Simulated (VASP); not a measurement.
Set up this calculation in VASP 6.6.1, as the native input.

| Item | Value |
| --- | --- |
| Task | relaxation of cell and atoms |
| Functional | PBE |
| Potentials or basis | VASP PAW PBE potentials, release 64 (Be, Cd, O) |
| Cutoff | 520 eV |
| k mesh | 5 × 5 × 3 |
| Occupations | gaussian, width 0.15 eV |
| Spin | no spin polarisation |
| Further INCAR settings | PREC = Normal; ALGO = Fast; EDIFF = 0.0001; IBRION = 2; EDIFFG = -0.08; NSW = 24; ISIF = 3 |

The structure of BeCdO2 lies in POSCAR:

```
BeCdO2
1.0
    3.1277962800      0.0000000000      0.0000000000
    0.0000000000      3.1277962800      0.0000000000
    0.0000000000      0.0000000000      6.1607295300
Be Cd O
1 1 2
Direct
    0.0000000000      0.0000000000      0.5000000000
    0.0000000000      0.0000000000      0.0000000000
    0.5000000000      0.0000000000      0.0000000000
    0.0000000000      0.5000000000      0.0000000000
```

The cell was built by a generator and needn't be a form met in nature.

One way to write it, as run:

INCAR

```
SYSTEM = BeCdO2
PREC = Normal
ENCUT = 520
EDIFF = 1E-4
ISMEAR = 0
SIGMA = 0.15
LREAL = .FALSE.
LASPH = .TRUE.
NELM = 60
ALGO = Fast
ISIF = 3
LWAVE = .FALSE.
LCHARG = .FALSE.
GGA = PE
IBRION = 2
NSW = 24
EDIFFG = -0.08
KPAR = 4
```

KPOINTS

```
regular mesh
0
G
  5 5 3
  0 0 0
```

Potentials or basis: VASP PAW PBE potentials, release 64 (Be, Cd, O).

The run is started by

```sh
$ cat potpaw_PBE.64/Be/POTCAR potpaw_PBE.64/Cd/POTCAR potpaw_PBE.64/O/POTCAR > POTCAR
$ mpirun -np 4 vasp_std > vasp.out
```

Results of the run:

- Relaxed volume: 19.03 Å³/atom
- Relaxed cell: a = 4.041 Å, b = 4.041 Å, c = 4.662 Å, α = 90.00°, β = 90.00°, γ = 90.00°
- Space group after relaxing (to 0.05 Å): P4/mmm (No. 123)
- Energy gained by relaxing: 3678.1 meV/atom
- Ionic steps: 17
- Pressure after relaxing: 0.5 GPa
- Band gap on the k mesh: none (metal or under the smearing width)

Caveat: the k mesh is coarse (spacing up to 0.40 Å⁻¹), so the values aren't converged; the volume moved by over 15 % at a fixed basis, so the end points are rough.

Wall time 47 s on 4 MPI ranks on Intel(R) Xeon(R) Platinum 8488C (Sapphire Rapids), with other jobs on the host, peak memory 0.15 GiB a rank.
